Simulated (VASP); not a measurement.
The system is Sn.

```xyz
2
Lattice="0.0000 3.2850 3.2850 3.2850 0.0000 3.2850 3.2850 3.2850 0.0000" Properties=species:S:1:pos:R:3 pbc="T T T"
Sn    3.2850    3.2850    3.2850
Sn    4.9275    4.9275    4.9275
```

This isn't the form of Sn at room conditions, which is tetragonal (white tin).

- Program: VASP 6.6.1
- Task: relaxation of cell and atoms
- Functional: PBEsol
- Potentials or basis: VASP PAW PBE potentials, release 64 (Sn_d)
- Cutoff: 300 eV
- k mesh: 12 × 12 × 12
- Occupations: gaussian, width 0.1 eV
- Spin: no spin polarisation

At the start: pressure -0.9 GPa; volume 35.45 Å³/atom.

Task: How do energy, volume and symmetry change on relaxing?

Result: Over 3 steps the energy falls by 2.4 meV/atom and the volume is 34.63 Å³/atom (-2.3 %); space group Fd-3m (No. 227, to 0.05 Å).

Step by step:
```
step  energy change (eV)  largest force (eV/Å)  pressure (GPa)  volume (Å³)
   1              0.0000                0.0000           -0.92        70.90
   2             -0.0045                0.0000            0.27        68.83
   3             -0.0049                0.0000            0.00        69.25
```

Final structure:
```
Sn
1.0
     0.00000    3.25936    3.25936
     3.25936    0.00000    3.25936
     3.25936    3.25936    0.00000
Sn
2
Direct
  0.50000 0.50000 0.50000
  0.75000 0.75000 0.75000
```

Caveat: the PAW data sets were made with another functional, which shifts forces and pressure a little.
